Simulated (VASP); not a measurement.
Given:

```
CELL_PARAMETERS angstrom
      0.00000     3.10577     3.06791
      3.16760     0.00000     3.06791
      3.16760     3.10577     0.00000
ATOMIC_POSITIONS crystal
  Ba 0.00000 0.00000 0.00000
  F  0.25000 0.25000 0.25000
  F  0.74350 0.75650 0.75650
```

Computed with RPBE GGA, VASP's PBE PAW potentials (set 64) (plane waves; VASP). Run with 520 eV cut-off, 6×6×6 Γ-centred mesh, Gaussian smearing of 0.050 eV, potentials Ba_sv F.

Task: Predict the energy per atom (σ→0), pressure, largest force.

Result: 
```
Property                       Result
---------------------  --------------
energy per atom (σ→0)  -5.442 eV/atom
pressure                     4.32 GPa
largest force              0.124 eV/Å
```

The absolute energy has meaning only against runs of the same code, potentials and settings.

The compound is BaF2 in the fluorite structure. The cell was not relaxed at this level, atoms are displaced from their ideal sites. The run is one of a series of settings (GGA = RP against the base run), some of them coarse on purpose.
